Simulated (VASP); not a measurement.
A convergence study with VASP on CdSe (wurtzite): one setting is varied, all else stays as given below, so the limit is that of these other settings.

```xyz
4
Lattice="2.1500 -3.7239 0.0000 2.1500 3.7239 0.0000 0.0000 0.0000 7.0100" Properties=species:S:1:pos:R:3 pbc="T T T"
Cd     2.1500    -1.2413     3.5050
Cd     2.1500     1.2413     0.0000
Se     2.1500    -1.2413     6.1408
Se     2.1500     1.2413     2.6358
```

All values below come from PBE GGA, VASP's PBE PAW potentials (set 64) (plane waves; VASP). The tightest run used: 550 eV cut-off, 11×11×6 Monkhorst-Pack mesh, Gaussian smearing of 0.050 eV, potentials Cd Se.

The reference is 11×11×6 mesh, which took about 80 core-seconds. Times come from single runs on busy shared machines, so they are rough: good to a factor of about 2.

Task: Of the settings 1×1×1 mesh; 2×2×1 mesh; 3×3×2 mesh; 4×4×2 mesh; 5×5×3 mesh; 6×6×3 mesh; 7×7×4 mesh; 8×8×5 mesh; 9×9×5 mesh; 10×10×6 mesh; 11×11×6 mesh, which is the lowest that keeps the difference from the reference in the stress, largest component (GPa) within 0.5 from there on, and what does it cost?

Result: 4×4×2 mesh; its cost over the reference is about 1/5.
```tsv
setting	difference in the stress, largest component (GPa)	cost over the reference
1×1×1 mesh	25.61	about 1/7
2×2×1 mesh	3.31	about 1/7
3×3×2 mesh	0.91	about 1/6
4×4×2 mesh	0.08	about 1/5
5×5×3 mesh	0.05	about 1/4
6×6×3 mesh	0.02	about 1/2
7×7×4 mesh	0.01	about 1/3
8×8×5 mesh	0.00	within a factor of 2
9×9×5 mesh	0.00	within a factor of 2
10×10×6 mesh	0.00	within a factor of 2
11×11×6 mesh	0.00	reference
```

Left out are rungs that failed or repeat a setting and relaxations that didn't move; long series are thinned to 24 rows.

The compound is CdSe in the wurtzite structure. The cell was not relaxed at this level.
